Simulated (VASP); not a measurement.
Here is the system:

```
CeO2
1.0
    0.00000     2.68996     2.68996
    2.68996     0.00000     2.68996
    2.68996     2.68996     0.00000
Ce O
1 2
Direct
  0.00000   0.00000   0.00000
  0.25000   0.25000   0.25000
  0.75000   0.75000   0.75000
```

These are r2SCAN meta-GGA, VASP's PBE PAW potentials (set 64) (plane waves; VASP) values and carry that method's errors. Numerical set-up: 520 eV cut-off, 7×7×7 Γ-centred mesh, Gaussian smearing of 0.050 eV, potentials Ce O.

Question: Give the stress tensor in GPa (positive for a compressed cell).

Answer: 
```
6.27  0.00  0.00
0.00  6.27  0.00
0.00  0.00  6.27
```
The pressure is its mean diagonal, 6.27 GPa.

The compound is CeO2 in the fluorite structure. This cell is one point of a volume scan, at 0.97 of the reference volume. The run is not spin-polarised, so no magnetic state was tried.
